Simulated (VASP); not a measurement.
LaSiIr:

```
CELL_PARAMETERS angstrom
6.36300 0.00000 0.00000
0.00000 6.36300 0.00000
0.00000 0.00000 6.36300
ATOMIC_POSITIONS crystal
La 0.13250 0.13250 0.13250
La 0.36750 0.86750 0.63250
La 0.63250 0.36750 0.86750
La 0.86750 0.63250 0.36750
Si 0.83900 0.83900 0.83900
Si 0.66100 0.16100 0.33900
Si 0.33900 0.66100 0.16100
Si 0.16100 0.33900 0.66100
Ir 0.42300 0.42300 0.42300
Ir 0.07700 0.57700 0.92300
Ir 0.92300 0.07700 0.57700
Ir 0.57700 0.92300 0.07700
```

| Quantity | Value |
| --- | --- |
| Program | VASP 6.6.1 |
| Task | relaxation of cell and atoms |
| Functional | r2SCAN |
| Potentials or basis | VASP PAW PBE potentials, release 64 (La, Si, Ir) |
| Cutoff | 600 eV |
| k mesh | 6 × 6 × 6 |
| Occupations | methfessel-paxton, width 0.1 eV |
| Spin | no spin polarisation |

At the start: pressure 3.0 GPa; volume 21.47 Å³/atom.

Q: How do energy, volume and symmetry change on relaxing?

A: Over 19 steps the energy falls by 7.7 meV/atom and the volume is 21.98 Å³/atom (+2.4 %); space group P2_13 (No. 198, to 0.05 Å).

The path:
| step | energy change (eV) | largest force (eV/Å) | pressure (GPa) | volume (Å³) |
| --- | --- | --- | --- | --- |
| 1 | 0.0000 | 0.2674 | 3.02 | 257.62 |
| 2 | 0.0609 | 0.1490 | -4.18 | 272.99 |
| 3 | -0.0603 | 0.1887 | -0.17 | 263.84 |
| 4 | -0.0603 | 0.1903 | -0.11 | 263.71 |
| 5 | -0.0699 | 0.1503 | -0.07 | 263.62 |
| 6 | -0.0871 | 0.0515 | 0.03 | 263.33 |
| 7 | -0.0888 | 0.0368 | 0.08 | 263.21 |
| 8 | -0.0895 | 0.0365 | -0.21 | 263.86 |
| 9 | -0.0895 | 0.0367 | -0.23 | 263.87 |
| 10 | -0.0898 | 0.0337 | -0.21 | 263.85 |
| 11 | -0.0908 | 0.0248 | -0.14 | 263.79 |
| 12 | -0.0916 | 0.0164 | -0.03 | 263.68 |
| 13 | -0.0917 | 0.0191 | -0.01 | 263.66 |
| 14 | -0.0917 | 0.0228 | 0.01 | 263.64 |
| 15 | -0.0917 | 0.0211 | 0.00 | 263.65 |
| 16 | -0.0917 | 0.0222 | 0.00 | 263.65 |
| 17 | -0.0917 | 0.0199 | 0.01 | 263.66 |
| 18 | -0.0919 | 0.0143 | 0.00 | 263.68 |
| 19 | -0.0921 | 0.0031 | -0.01 | 263.73 |

Final structure:
```xyz
12
Lattice="6.4129 0.0000 0.0000 0.0000 6.4129 0.0000 0.0000 0.0000 6.4129" Properties=species:S:1:pos:R:3 pbc="T T T"
La    0.8789    0.8789    0.8789
La    2.3276    5.5340    4.0853
La    4.0853    2.3276    5.5340
La    5.5340    4.0853    2.3276
Si    5.4027    5.4027    5.4027
Si    4.2166    1.0102    2.1962
Si    2.1962    4.2166    1.0102
Si    1.0102    2.1962    4.2166
Ir    2.7348    2.7348    2.7348
Ir    0.4716    3.6781    5.9412
Ir    5.9412    0.4716    3.6781
Ir    3.6781    5.9412    0.4716
```

Caveat: the PAW data sets were made with another functional, which shifts forces and pressure a little.
